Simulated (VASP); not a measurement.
A convergence study with VASP on Cr (space group no. 229 when undisturbed): one setting is varied, all else stays as given below, so the limit is that of these other settings. One atom is moved off its site, so that forces are finite.

```
Cr
1.0
    2.87136     0.00000     0.00000
    0.00000     2.87136     0.00000
    0.00000     0.00000     2.87136
Cr
2
Cartesian
  0.00000   0.00000   0.05000
  1.43568   1.43568   1.43568
```
Starting moments (μB, in the order of the record's atoms Cr Cr): 1.5 -1.5.

Level of theory: PBE GGA, VASP's PBE PAW potentials (set 64) (plane waves; VASP). The tightest run used: 300 eV cut-off, 18×18×18 Γ-centred mesh, Fermi-Dirac smearing of 0.10 eV, potentials Cr_pv.

Q: The settings run are 2×2×2 mesh; 3×3×3 mesh; 4×4×4 mesh; 5×5×5 mesh; 6×6×6 mesh; 7×7×7 mesh; 8×8×8 mesh; 9×9×9 mesh; 10×10×10 mesh; 12×12×12 mesh; 13×13×13 mesh; 15×15×15 mesh; 16×16×16 mesh; 18×18×18 mesh. From which on does the stress (every component) stay within 0.5 GPa of the tightest run?

A: From 7×7×7 mesh on: it is off by 0.28 there and by no more than 0.5 in any finer run, while 6×6×6 mesh is off by 0.63.
```
setting        E (eV/atom)  pressure (GPa)  largest force (eV/Å)  irreducible k-points  difference judged (GPa)
-------------  -----------  --------------  --------------------  --------------------  -----------------------
2×2×2 mesh         -8.7941           -8.77                 0.383                     6                     6.76
3×3×3 mesh         -9.5122            6.41                 0.105                     6                     8.87
4×4×4 mesh         -9.5630           -8.77                 0.412                    18                     6.41
5×5×5 mesh         -9.5243           -1.00                 0.235                    18                     1.56
6×6×6 mesh         -9.5347           -3.00                 0.257                    40                     0.63
7×7×7 mesh         -9.5257           -2.13                 0.280                    40                     0.28
8×8×8 mesh         -9.5305           -2.12                 0.280                    75                     0.30
9×9×9 mesh         -9.5300           -2.49                 0.281                    75                     0.10
10×10×10 mesh      -9.5307           -2.22                 0.289                   126                     0.20
12×12×12 mesh      -9.5315           -2.45                 0.285                   196                     0.06
13×13×13 mesh      -9.5314           -2.32                 0.285                   196                     0.08
15×15×15 mesh      -9.5313           -2.37                 0.285                   288                     0.03
16×16×16 mesh      -9.5312           -2.39                 0.285                   405                     0.01
18×18×18 mesh      -9.5315           -2.40                 0.285                   550                     0.00
```

Left out are rungs that failed or repeat a setting and relaxations that didn't move; long series are thinned to 24 rows.

The structure is a typed Cr crystal (space group no. 229). The cell was not relaxed at this level, it is distorted from the ideal structure.
